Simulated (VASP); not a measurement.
An input for Ansatz (written as the equivalent of a VASP run, and not itself run):

Ansatz 0.2 input:
```yaml
crystal:
  lattice:
    - [0.0000000, 2.8188000, 2.8188000]
    - [2.8188000, 0.0000000, 2.8188000]
    - [2.8188000, 2.8188000, 0.0000000]
  atoms:
    - { symbol: Mo, position: [0.0000000, 0.0000000, 0.0000000] }
    - { symbol: P, position: [0.5000000, 0.5000000, 0.5000000] }
kpoints:
  mp_grid: { grid: [10, 10, 10] }
hamiltonian:
  xc: pbesol
  pseudopotentials: { kind: paw }
scf:
  occupations: { method: methfessel_paxton, width: 0.1 }
  max_iter: 100
relax:
  max_steps: 60
  f_tol: 0.01
  cell: {}
output: { forces: true, stress: true, eigenvalues: true }
```

Task: Translate this input to VASP (INCAR, KPOINTS, POSCAR, choice of POTCAR).

Result: This is not unique; one that fits is 
**INCAR**
```
! general
SYSTEM  = MoP
PREC    = Accurate
ENCUT   = 400   ! plane-wave cut-off (eV)
LREAL   = .FALSE.
LASPH   = .TRUE.   ! aspherical one-centre terms

! electronic loop
EDIFF   = 1E-6   ! SCF stop (eV)
NELM    = 100   ! most electronic steps
ALGO    = Normal
LMAXMIX = 4

! smearing
ISMEAR  = 1
SIGMA   = 0.1   ! width (eV)

! functional
GGA     = PS

! ions
IBRION  = 2   ! conjugate gradients
NSW     = 60   ! most ionic steps
ISIF    = 3   ! ions, shape and volume
EDIFFG  = -0.01   ! ionic stop

! output
LWAVE   = .FALSE.
LCHARG  = .FALSE.
```

File POSCAR:
```
MoP
1
    0.0000000000     2.8188000000     2.8188000000
    2.8188000000     0.0000000000     2.8188000000
    2.8188000000     2.8188000000     0.0000000000
Mo P
1 1
Direct
  0.0000000000   0.0000000000   0.0000000000
  0.5000000000   0.5000000000   0.5000000000
```

### KPOINTS
```
Automatic mesh
0
Gamma
10 10 10
0 0 0
```

POTCAR, in this order: Mo_sv P (PBE.64 set). Program: vasp_std.

Limits of the translation: each code has its own PAW files, so the cut-off isn't converted (ENCUT is set for VASP's; basis.ecutwfc is left out, and Ansatz then takes the one that its files recommend); Ansatz stops its SCF on the density residual and VASP on the energy change (EDIFF).

The structure was generated: MoP was put into the rock salt type (Fm-3m), which need not be its known phase. This run relaxes it. Symmetry was kept, so distortions that lower it aren't found.
